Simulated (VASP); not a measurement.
Here is the system:

```
Sn23O47
1.0
    9.64982     0.00000     0.00000
    0.00000     9.64982     0.00000
    0.00000     0.00000     9.71431
Sn O
23 47
Direct
  0.00000   0.00000   0.00000
  0.25000   0.25000   0.16667
  0.00000   0.00000   0.33333
  0.25000   0.25000   0.50000
  0.00000   0.00000   0.66667
  0.25000   0.25000   0.83333
  0.00000   0.50000   0.00000
  0.25000   0.75000   0.16667
  0.00000   0.50000   0.33333
  0.25000   0.75000   0.50000
  0.00000   0.50000   0.66667
  0.25000   0.75000   0.83333
  0.50000   0.00000   0.00000
  0.75000   0.25000   0.16667
  0.50000   0.00000   0.33333
  0.75000   0.25000   0.50000
  0.50000   0.00000   0.66667
  0.75000   0.25000   0.83333
  0.49831   0.49957   0.99587
  0.75000   0.75000   0.16667
  0.75000   0.75000   0.50000
  0.50102   0.49555   0.66942
  0.75000   0.75000   0.83333
  0.15350   0.15350   0.00000
  0.40350   0.09650   0.16667
  0.09650   0.40350   0.16667
  0.34650   0.34650   0.00000
  0.15350   0.15350   0.33333
  0.40350   0.09650   0.50000
  0.09650   0.40350   0.50000
  0.34470   0.34225   0.33008
  0.15350   0.15350   0.66667
  0.40350   0.09650   0.83333
  0.09650   0.40350   0.83333
  0.34650   0.34650   0.66667
  0.15350   0.65350   0.00000
  0.09650   0.90350   0.16667
  0.34650   0.84650   0.00000
  0.15350   0.65350   0.33333
  0.40439   0.59355   0.50299
  0.09650   0.90350   0.50000
  0.34650   0.84650   0.33333
  0.15350   0.65350   0.66667
  0.40350   0.59650   0.83333
  0.09650   0.90350   0.83333
  0.34650   0.84650   0.66667
  0.65350   0.15350   0.00000
  0.90350   0.09650   0.16667
  0.59485   0.39971   0.16279
  0.84650   0.34650   0.00000
  0.65350   0.15350   0.33333
  0.90350   0.09650   0.50000
  0.59937   0.40861   0.49547
  0.84650   0.34650   0.33333
  0.65350   0.15350   0.66667
  0.90350   0.09650   0.83333
  0.59650   0.40350   0.83333
  0.84650   0.34650   0.66667
  0.65350   0.65350   0.00000
  0.90350   0.59650   0.16667
  0.59650   0.90350   0.16667
  0.84650   0.84650   0.00000
  0.65803   0.65436   0.33055
  0.90350   0.59650   0.50000
  0.59650   0.90350   0.50000
  0.84650   0.84650   0.33333
  0.65350   0.65350   0.66667
  0.90350   0.59650   0.83333
  0.59650   0.90350   0.83333
  0.84650   0.84650   0.66667
```
Cell charge +1.

The numbers are results of PBE GGA, VASP's PBE PAW potentials (set 64) (plane waves; VASP), not measurements. Numerical set-up: PREC = Normal, LREAL = Auto, ISYM = 0, NELECT = 373.0, EDIFF = 1E-5, 400 eV cut-off, 1×1×1 Γ-centred mesh, Gaussian smearing of 0.050 eV, potentials Sn O. Starting moments (MAGMOM): 70*0.0429. The cell's moment is fixed (NUPDOWN = 3).

The cell is charged, with a uniform compensating background. The supercell is sampled at Γ alone, which is coarse: total energies, pressure and levels can be off, energies of defects by several tenths of an eV.

Problem. The ions are relaxed. What does this cell relax into?

Solution. 
```
Sn23O47
1.0
    9.64982     0.00000     0.00000
    0.00000     9.64982     0.00000
    0.00000     0.00000     9.71431
Sn O
23 47
Direct
  0.99529   0.00499   0.99877
  0.25104   0.24969   0.16818
  0.99164   0.00812   0.33436
  0.25017   0.24862   0.49948
  0.00474   0.99510   0.66699
  0.25030   0.25040   0.83336
  0.00018   0.49827   0.00039
  0.23281   0.76682   0.16934
  0.00020   0.49791   0.33322
  0.24873   0.75104   0.50081
  0.00033   0.50057   0.66681
  0.25412   0.74579   0.83638
  0.50135   0.99963   0.00051
  0.74407   0.25621   0.16593
  0.50153   0.99981   0.33321
  0.74973   0.24959   0.49846
  0.49950   0.99935   0.66692
  0.75304   0.24622   0.82997
  0.51680   0.48321   0.98816
  0.75079   0.74928   0.16750
  0.75111   0.74928   0.49959
  0.49943   0.49999   0.65759
  0.74947   0.74967   0.83325
  0.15401   0.15450   0.00041
  0.40270   0.09506   0.16678
  0.09641   0.40178   0.16679
  0.34664   0.35151   0.00179
  0.15048   0.15108   0.33333
  0.40217   0.09376   0.49915
  0.09817   0.40417   0.49997
  0.33993   0.35026   0.33426
  0.15434   0.15174   0.66706
  0.40189   0.09513   0.83492
  0.09751   0.40370   0.83362
  0.34686   0.34578   0.66589
  0.16151   0.64761   0.00718
  0.08770   0.91185   0.16660
  0.35221   0.83812   0.00733
  0.15595   0.65185   0.32989
  0.39752   0.60027   0.50256
  0.09690   0.90294   0.49680
  0.34815   0.84342   0.32990
  0.15285   0.65388   0.66975
  0.40808   0.59166   0.83589
  0.09919   0.90078   0.83832
  0.34613   0.84683   0.66963
  0.65134   0.15506   0.99753
  0.89775   0.10154   0.16383
  0.59247   0.40848   0.16401
  0.84484   0.34826   0.99708
  0.65433   0.15189   0.33211
  0.90253   0.09708   0.50475
  0.60625   0.40378   0.50532
  0.84910   0.34430   0.33205
  0.65479   0.14869   0.66528
  0.90485   0.09524   0.83018
  0.60177   0.39763   0.82056
  0.85027   0.34551   0.66527
  0.64859   0.65338   0.00157
  0.90441   0.59686   0.16684
  0.59827   0.90352   0.16696
  0.84561   0.84614   0.00003
  0.64762   0.66132   0.33317
  0.90597   0.59794   0.49884
  0.59575   0.90137   0.49952
  0.84859   0.84898   0.33339
  0.65320   0.65370   0.66610
  0.90474   0.59804   0.83484
  0.59592   0.90218   0.83393
  0.84808   0.84544   0.66699
```
Cell charge +1. The cell ends with 3.00 μB, on the first 30 sites 0.00 -0.01 0.00 -0.01 0.00 0.00 0.00 0.00 0.00 -0.01 0.00 0.00 0.00 -0.01 0.00 -0.01 0.00 0.00 -0.01 -0.01 -0.01 -0.02 0.00 0.01 0.02 0.03 0.01 0.03 0.01 0.03 μB.

Problem. How much energy does the relaxation gain?

Solution. The energy (σ→0) changes by -16.9 meV/atom, in 22 ionic steps.

The cell is a supercell with a defect, built from SnO2 (rutile): vac_Sn-vac_O, charge +1.
